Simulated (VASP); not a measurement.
Level of theory: PBE GGA, VASP's PBE PAW potentials (set 64) (plane waves; VASP).

VASP input:

**POSCAR**
```
AlIn3N4
1
    3.4907555963    -5.9969624983     0.0126517172
    1.7240720467     2.9861806586     0.0000000000
    0.0102186536    -0.0058997418     5.6092898552
In N Al
3 4 1
Direct
  0.3430481109   0.3430481109   0.5023176687
  0.1652167874   0.6652177874   0.0009098305
  0.8247923668   0.3247913668   0.5024297615
  0.3640597367   0.3640597367   0.8907539867
  0.1636949284   0.6636959284   0.3876036042
  0.8048740825   0.3048730825   0.8984266913
  0.6694638822   0.6694648822   0.3423061149
  0.6648481053   0.6648491053   0.0032523420
```

KPOINTS:
```
K-points
0
Gamma
  4 6 4
```

### INCAR
```
# general
SYSTEM  = AlIn3N4
PREC    = Accurate
ENCUT   = 500
LREAL   = .FALSE.
LASPH   = .TRUE.

# electronic loop
EDIFF   = 1E-6
NELM    = 100
ALGO    = Normal
LMAXMIX = 4

# smearing
ISMEAR  = 0
SIGMA   = 0.05

# functional
GGA     = PE

# output
LWAVE   = .TRUE.
LCHARG  = .FALSE.
```

POTCAR, in this order: In_d N Al (PBE.64 set). Program: vasp_std.

Output

OSZICAR:
```
       N       E                     dE             d eps       ncg     rms          rms(c)
DAV:   1     0.698362292578E+03    0.69836E+03   -0.28797E+04  3848   0.214E+03
DAV:   2     0.694534413249E+02   -0.62891E+03   -0.60811E+03  3969   0.538E+02
DAV:   3    -0.475942666101E+02   -0.11705E+03   -0.11343E+03  4701   0.225E+02
DAV:   4    -0.557475663846E+02   -0.81533E+01   -0.80871E+01  5032   0.602E+01
DAV:   5    -0.559856425039E+02   -0.23808E+00   -0.23750E+00  5032   0.101E+01    0.196E+01
DAV:   6    -0.462997955603E+02    0.96858E+01   -0.45104E+01  6144   0.660E+01    0.168E+01
DAV:   7    -0.466202776816E+02   -0.32048E+00   -0.48672E+00  4307   0.137E+01    0.466E+00
DAV:   8    -0.465584692457E+02    0.61808E-01   -0.46378E-01  6054   0.593E+00    0.308E+00
DAV:   9    -0.465409029967E+02    0.17566E-01   -0.97223E-02  6024   0.385E+00    0.619E-01
DAV:  10    -0.465385825028E+02    0.23205E-02   -0.17126E-02  5931   0.164E+00    0.338E-01
DAV:  11    -0.465393806092E+02   -0.79811E-03   -0.55798E-03  5806   0.483E-01    0.204E-01
DAV:  12    -0.465395499858E+02   -0.16938E-03   -0.43002E-04  5273   0.211E-01    0.498E-02
DAV:  13    -0.465395630157E+02   -0.13030E-04   -0.47038E-05  5448   0.777E-02    0.315E-02
DAV:  14    -0.465395628669E+02    0.14887E-06   -0.15490E-05  4739   0.248E-02    0.182E-02
DAV:  15    -0.465395633142E+02   -0.44735E-06   -0.40441E-06  3775   0.133E-02
   1 F= -.46539563E+02 E0= -.46539563E+02  d E =-.113974E-06
```

File OUTCAR:
```
------------------------ aborting loop because EDIFF is reached ----------------------------------------
  FORCE on cell =-STRESS in cart. coord.  units (eV):
  Direction    XX          YY          ZZ          XY          YZ          ZX
  --------------------------------------------------------------------------------------
  Total       -0.0177670     -0.0010637     -0.0220076      0.0144655      0.0068650     -0.0118905
  in kB       -0.2444129     -0.0146327     -0.3027493      0.1989954      0.0944385     -0.1635722
  external PRESSURE =      -0.1872649 kB  Pullay stress =       0.0000000 kB
  volume of cell :      116.47
      direct lattice vectors                 reciprocal lattice vectors
     3.490755596 -5.996962498  0.012651717     0.143821312 -0.083035265 -0.000349340
     1.724072047  2.986180659  0.000000000     0.288826832  0.168121688 -0.000349340
     0.010218654 -0.005899742  5.609289855    -0.000324388  0.000187286  0.178276474
 POSITION                                       TOTAL-FORCE (eV/Angst)
 -----------------------------------------------------------------------------------
      1.79407     -1.03581      2.82199         0.004117     -0.002377      0.006855
      1.72362      0.99566      0.00719        -0.001599      0.000923     -0.005128
      3.44425     -3.97933      2.82871        -0.005391      0.003112     -0.005747
      1.90761     -1.10136      5.00110        -0.002124      0.001226      0.006826
      1.71964      0.99796      2.17625         0.002419     -0.001397      0.003197
      3.34442     -3.92169      5.04972        -0.003939      0.002274     -0.006394
      3.49464     -2.01763      1.92856         0.001429     -0.000825     -0.002328
      3.46710     -2.00173      0.02665         0.005087     -0.002937      0.002718
 -----------------------------------------------------------------------------------
    total drift:                               -0.001006     -0.001142     -0.001802
  FREE ENERGIE OF THE ION-ELECTRON SYSTEM (eV)
  ---------------------------------------------------
  free  energy   TOTEN  =       -46.5395633142 eV

  energy  without entropy=      -46.5395632002  energy(sigma->0) =      -46.53956326
```
(Selected blocks of OUTCAR.)

The structure was generated: AlIn3N4 was put into an ordered model structure (Pm), which need not be its known phase. It was relaxed first.
